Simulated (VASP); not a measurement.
All values below come from optB88-vdW, VASP's PBE PAW potentials (set 64) (plane waves; VASP).

The input files of a VASP run:

### POSCAR
```
WSe2
1.0
  1.6354512479  -2.8326843329   0.0000000000
  1.6354512479   2.8326843329   0.0000000000
  0.0000000000   0.0000000000  13.0221052415
W Se
2 4
Cartesian
  1.6354512479   0.9442299994   3.2555263104
  1.6354512479  -0.9442299994   9.7665789311
  1.6354512479   0.9442299994  11.4453068806
  1.6354512479  -0.9442299994   4.9342542599
  1.6354512479  -0.9442299994   1.5767983609
  1.6354512479   0.9442299994   8.0878509816
```

INCAR:
```
! general
SYSTEM  =WSe2
PREC    =Accurate
ENCUT   =520
LREAL   =F
LASPH   =T

! electronic loop
EDIFF   =1E-6
NELM    =100
ALGO    =Normal
LMAXMIX =6

! smearing
ISMEAR  =0
SIGMA   =0.05

! functional
GGA     =BO
LUSE_VDW=T
AGGAC   =0.0
PARAM1  =0.1833333333
PARAM2  =0.22

! ions
IBRION  =2
NSW     =60
ISIF    =3
EDIFFG  =-0.02

! output
LWAVE   =F
LCHARG  =F
```

File KPOINTS:
```
Automatic mesh
0
Gamma
7 7 2
0 0 0
```

POTCAR, in this order: W_sv Se (PBE.64 set). Program: vasp_std.

What VASP printed:

File OUTCAR:
```
 ion  position               nearest neighbor table
   1  0.333  0.667  0.250-   4 2.53   5 2.53   4 2.53   5 2.53   4 2.53   5 2.53
   2  0.667  0.333  0.750-   3 2.53   6 2.53   3 2.53   6 2.53   3 2.53   6 2.53
   3  0.333  0.667  0.879-   2 2.53   2 2.53   2 2.53
   4  0.667  0.333  0.379-   1 2.53   1 2.53   1 2.53
   5  0.667  0.333  0.121-   1 2.53   1 2.53   1 2.53
   6  0.333  0.667  0.621-   2 2.53   2 2.53   2 2.53
  LATTYP: Found a hexagonal cell.
 ALAT       =     3.2709022171
 C/A-ratio  =     3.9811967393
 Subroutine PRICEL returns:
 Original cell was already a primitive cell.
 Subroutine GETGRP returns: Found 24 space group operations
The static configuration has the point symmetry D_3d.
 The point group associated with its full space group is D_6h.
The dynamic configuration has the point symmetry D_3d.
 Subroutine INISYM returns: Found 24 space group operations
 Subroutine IBZKPT returns following result:
 Found     16 irreducible k-points:

 Following reciprocal coordinates:
            Coordinates               Weight
  0.000000  0.000000  0.000000      1.000000
  0.142857  0.000000  0.000000      6.000000
  0.285714  0.000000  0.000000      6.000000
  0.428571  0.000000  0.000000      6.000000
  0.142857  0.142857  0.000000      6.000000
  0.285714  0.142857  0.000000     12.000000
  0.428571  0.142857  0.000000      6.000000
  0.285714  0.285714  0.000000      6.000000
  0.000000  0.000000  0.500000      1.000000
  0.142857  0.000000  0.500000      6.000000
  0.285714  0.000000  0.500000      6.000000
  0.428571  0.000000  0.500000      6.000000
  0.142857  0.142857  0.500000      6.000000
  0.285714  0.142857  0.500000     12.000000
  0.428571  0.142857  0.500000      6.000000
  0.285714  0.285714  0.500000      6.000000
   k-points           NKPTS =     16   k-points in BZ     NKDIM =     16   number of bands    NBANDS=     31
   number of dos      NEDOS =    301   number of ions     NIONS =      6
...
```

**OSZICAR**
```
...
       N       E                     dE             d eps       ncg     rms          rms(c)
DAV:   1    -0.318393715133E+02   -0.21576E+01   -0.46166E+01  1027   0.556E+01    0.145E+01
DAV:   2    -0.303625217614E+02    0.14768E+01   -0.70004E+00  1108   0.177E+01    0.348E+00
DAV:   3    -0.300618846768E+02    0.30064E+00   -0.14966E+00  1191   0.503E+00    0.170E+00
DAV:   4    -0.299975075929E+02    0.64377E-01   -0.28893E-01  1174   0.328E+00    0.133E+00
DAV:   5    -0.299917481902E+02    0.57594E-02   -0.30747E-02  1140   0.116E+00    0.835E-01
DAV:   6    -0.299905925167E+02    0.11557E-02   -0.80592E-03  1401   0.470E-01    0.165E-01
DAV:   7    -0.299904708494E+02    0.12167E-03   -0.13486E-03  1215   0.244E-01    0.619E-02
DAV:   8    -0.299904515473E+02    0.19302E-04   -0.97666E-05  1244   0.655E-02    0.227E-02
DAV:   9    -0.299904512390E+02    0.30830E-06   -0.80783E-06  1042   0.158E-02
   3 F= -.29990451E+02 E0= -.29990451E+02  d E =-.856365E-01
       N       E                     dE             d eps       ncg     rms          rms(c)
DAV:   1    -0.299906878922E+02   -0.23634E-03   -0.49271E-03  1055   0.594E-01    0.150E-01
DAV:   2    -0.299905370741E+02    0.15082E-03   -0.88027E-04  1144   0.193E-01    0.381E-02
DAV:   3    -0.299905035769E+02    0.33497E-04   -0.21768E-04  1264   0.574E-02    0.189E-02
DAV:   4    -0.299904956103E+02    0.79666E-05   -0.38348E-05  1203   0.381E-02    0.114E-02
DAV:   5    -0.299904957254E+02   -0.11511E-06   -0.33466E-06   961   0.121E-02
   4 F= -.29990496E+02 E0= -.29990496E+02  d E =-.856809E-01
       N       E                     dE             d eps       ncg     rms          rms(c)
DAV:   1    -0.300412900681E+02   -0.50794E-01   -0.15231E+00  1006   0.907E+00    0.134E+00
DAV:   2    -0.300097541196E+02    0.31536E-01   -0.93527E-02  1126   0.191E+00    0.520E-01
DAV:   3    -0.300012033003E+02    0.85508E-02   -0.21802E-02  1127   0.866E-01    0.340E-01
DAV:   4    -0.300007451312E+02    0.45817E-03   -0.15082E-03  1215   0.218E-01    0.109E-01
DAV:   5    -0.300005195056E+02    0.22563E-03   -0.10731E-03  1201   0.197E-01    0.594E-02
DAV:   6    -0.300005081239E+02    0.11382E-04   -0.12009E-04  1270   0.625E-02    0.192E-02
DAV:   7    -0.300005085969E+02   -0.47293E-06   -0.90519E-06  1043   0.163E-02
   5 F= -.30000509E+02 E0= -.30000509E+02  d E =-.100129E-01
       N       E                     dE             d eps       ncg     rms          rms(c)
DAV:   1    -0.300008263610E+02   -0.31824E-03   -0.10470E-02  1006   0.750E-01    0.112E-01
DAV:   2    -0.300006076564E+02    0.21870E-03   -0.65283E-04  1133   0.157E-01    0.434E-02
DAV:   3    -0.300005488511E+02    0.58805E-04   -0.15188E-04  1155   0.727E-02    0.285E-02
DAV:   4    -0.300005455766E+02    0.32745E-05   -0.10285E-05  1237   0.183E-02    0.102E-02
DAV:   5    -0.300005437319E+02    0.18447E-05   -0.78477E-06  1191   0.169E-02    0.521E-03
DAV:   6    -0.300005435915E+02    0.14034E-06   -0.82138E-07   650   0.556E-03
   6 F= -.30000544E+02 E0= -.30000544E+02  d E =-.100479E-01
       N       E                     dE             d eps       ncg     rms          rms(c)
DAV:   1    -0.300005652636E+02   -0.21532E-04   -0.70378E-04   999   0.195E-01    0.287E-02
DAV:   2    -0.300005506343E+02    0.14629E-04   -0.43179E-05  1133   0.402E-02    0.112E-02
DAV:   3    -0.300005467141E+02    0.39202E-05   -0.10073E-05  1146   0.187E-02    0.743E-03
DAV:   4    -0.300005465560E+02    0.15807E-06   -0.57321E-07   594   0.465E-03
   7 F= -.30000547E+02 E0= -.30000547E+02  d E =-.100508E-01
       N       E                     dE             d eps       ncg     rms          rms(c)
DAV:   1    -0.300016516915E+02   -0.11050E-02   -0.40518E-02   992   0.120E+00    0.147E-01
DAV:   2    -0.300011839938E+02    0.46770E-03   -0.44946E-03  1132   0.399E-01    0.778E-02
DAV:   3    -0.300010940244E+02    0.89969E-04   -0.30551E-04  1121   0.856E-02    0.396E-02
DAV:   4    -0.300010611186E+02    0.32906E-04   -0.13283E-04  1118   0.571E-02    0.171E-02
DAV:   5    -0.300010614673E+02   -0.34872E-06   -0.57194E-06  1049   0.132E-02
   8 F= -.30001061E+02 E0= -.30001061E+02  d E =-.514911E-03
       N       E                     dE             d eps       ncg     rms          rms(c)
DAV:   1    -0.300074384536E+02   -0.63773E-02   -0.36438E-01   992   0.360E+00    0.442E-01
DAV:   2    -0.300032438678E+02    0.41946E-02   -0.40321E-02  1132   0.120E+00    0.234E-01
DAV:   3    -0.300024317188E+02    0.81215E-03   -0.27279E-03  1143   0.256E-01    0.121E-01
DAV:   4    -0.300021312297E+02    0.30049E-03   -0.12144E-03  1111   0.172E-01    0.517E-02
DAV:   5    -0.300021346327E+02   -0.34030E-05   -0.53060E-05  1219   0.396E-02    0.290E-02
DAV:   6    -0.300021347288E+02   -0.96097E-07   -0.69752E-06  1187   0.124E-02
   9 F= -.30002135E+02 E0= -.30002135E+02  d E =-.158817E-02
       N       E                     dE             d eps       ncg     rms          rms(c)
DAV:   1    -0.300231970723E+02   -0.21062E-01   -0.14500E+00   992   0.718E+00    0.890E-01
DAV:   2    -0.300066099949E+02    0.16587E-01   -0.16125E-01  1148   0.240E+00    0.468E-01
DAV:   3    -0.300033561427E+02    0.32539E-02   -0.10989E-02  1122   0.514E-01    0.242E-01
DAV:   4    -0.300021536457E+02    0.12025E-02   -0.48677E-03  1111   0.342E-01    0.103E-01
DAV:   5    -0.300021665925E+02   -0.12947E-04   -0.20866E-04  1257   0.784E-02    0.579E-02
DAV:   6    -0.300021669416E+02   -0.34904E-06   -0.26726E-05  1188   0.240E-02    0.143E-02
DAV:   7    -0.300021658689E+02    0.10727E-05   -0.92869E-06  1025   0.145E-02    0.241E-03
DAV:   8    -0.300021660734E+02   -0.20451E-06   -0.96312E-07   650   0.630E-03
  10 F= -.30002166E+02 E0= -.30002166E+02  d E =-.161952E-02
       N       E                     dE             d eps       ncg     rms          rms(c)
DAV:   1    -0.300065471945E+02   -0.43813E-02   -0.27937E-01   992   0.313E+00    0.380E-01
DAV:   2    -0.300033074302E+02    0.32398E-02   -0.30352E-02  1124   0.104E+00    0.201E-01
DAV:   3    -0.300027089375E+02    0.59849E-03   -0.19522E-03  1114   0.219E-01    0.104E-01
DAV:   4    -0.300024853618E+02    0.22358E-03   -0.88232E-04  1090   0.145E-01    0.440E-02
DAV:   5    -0.300024875286E+02   -0.21668E-05   -0.40248E-05  1214   0.348E-02    0.254E-02
DAV:   6    -0.300024873739E+02    0.15469E-06   -0.48368E-06  1097   0.110E-02
  11 F= -.30002487E+02 E0= -.30002487E+02  d E =-.194082E-02
       N       E                     dE             d eps       ncg     rms          rms(c)
DAV:   1    -0.300031620235E+02   -0.67449E-03   -0.14039E-02  1013   0.884E-01    0.164E-01
DAV:   2    -0.300027952712E+02    0.36675E-03   -0.28612E-03  1172   0.333E-01    0.618E-02
DAV:   3    -0.300027131541E+02    0.82117E-04   -0.36671E-04  1133   0.810E-02    0.247E-02
DAV:   4    -0.300026943493E+02    0.18805E-04   -0.69611E-05  1048   0.493E-02    0.185E-02
DAV:   5    -0.300026936005E+02    0.74876E-06   -0.74108E-06  1116   0.154E-02
  12 F= -.30002694E+02 E0= -.30002694E+02  d E =-.206227E-03
       N       E                     dE             d eps       ncg     rms          rms(c)
DAV:   1    -0.300073008175E+02   -0.46065E-02   -0.12500E-01  1013   0.264E+00    0.492E-01
DAV:   2    -0.300039850635E+02    0.33158E-02   -0.25835E-02  1172   0.998E-01    0.185E-01
DAV:   3    -0.300032425505E+02    0.74251E-03   -0.33292E-03  1127   0.244E-01    0.739E-02
DAV:   4    -0.300030781707E+02    0.16438E-03   -0.63342E-04  1055   0.148E-01    0.551E-02
DAV:   5    -0.300030746191E+02    0.35516E-05   -0.69800E-05  1290   0.467E-02    0.335E-02
DAV:   6    -0.300030667475E+02    0.78716E-05   -0.34012E-05  1087   0.263E-02    0.675E-03
DAV:   7    -0.300030664522E+02    0.29532E-06   -0.55628E-06   955   0.141E-02
  13 F= -.30003066E+02 E0= -.30003066E+02  d E =-.579078E-03
```

File OUTCAR:
```
------------------------ aborting loop because EDIFF is reached ----------------------------------------
  FORCE on cell =-STRESS in cart. coord.  units (eV):
  Direction    XX          YY          ZZ          XY          YZ          ZX
  --------------------------------------------------------------------------------------
  Total        0.1037456      0.1037456      0.1007513     -0.0000000      0.0000000      0.0000000
  in kB        1.3087989      1.3087986      1.2710241     -0.0000000      0.0000000      0.0000000
  external PRESSURE =       1.2962072 kB  Pullay stress =       0.0000000 kB
  volume of cell :      127.00
      direct lattice vectors                 reciprocal lattice vectors
     1.665061840 -2.883971365  0.000000000     0.300289147 -0.173372040  0.000000000
     1.665061840  2.883971365  0.000000000     0.300289147  0.173372040  0.000000000
    -0.000000000 -0.000000000 13.223790526    -0.000000000 -0.000000000  0.075621283
 POSITION                                       TOTAL-FORCE (eV/Angst)
 -----------------------------------------------------------------------------------
      1.66506      0.96133      3.30595        -0.000000     -0.000000      0.000000
      1.66506     -0.96133      9.91784         0.000000      0.000000      0.000000
      1.66506      0.96133     11.60445         0.000000     -0.000000      0.011662
      1.66506     -0.96133      4.99255         0.000000      0.000000      0.011662
      1.66506     -0.96133      1.61934        -0.000000      0.000000     -0.011662
      1.66506      0.96133      8.23124         0.000000     -0.000000     -0.011662
 -----------------------------------------------------------------------------------
    total drift:                                0.000000      0.001091     -0.000034
  FREE ENERGIE OF THE ION-ELECTRON SYSTEM (eV)
  ---------------------------------------------------
  free  energy   TOTEN  =       -30.0030664522 eV

  energy  without entropy=      -30.0030664522  energy(sigma->0) =      -30.00306645

 reached required accuracy - stopping structural energy minimisation
```
(Selected blocks of OUTCAR.)

File CONTCAR:
```
WSe2
   1.00000000000000
     1.6650618396094328   -2.8839713646251517    0.0000000000000000
     1.6650618396094328    2.8839713646251517    0.0000000000000000
    -0.0000000000000000   -0.0000000000000000   13.2237905257874289
  W               Se
     2     4
Direct
     0.3333330000000032    0.6666669999999968    0.2500000000000000
     0.6666669999999968    0.3333330000000032    0.7500000000000000
     0.3333330000000032    0.6666669999999968    0.8775432302336140
     0.6666669999999968    0.3333330000000032    0.3775432302336141
     0.6666669999999968    0.3333330000000032    0.1224567697663860
     0.3333330000000032    0.6666669999999968    0.6224567697663860
```

Energy and stress use the plane-wave basis of the starting cell.

The compound is WSe2 in the 2H layered structure. This run relaxes it. Symmetry was kept, so distortions that lower it aren't found. The start is the result of an earlier pass.
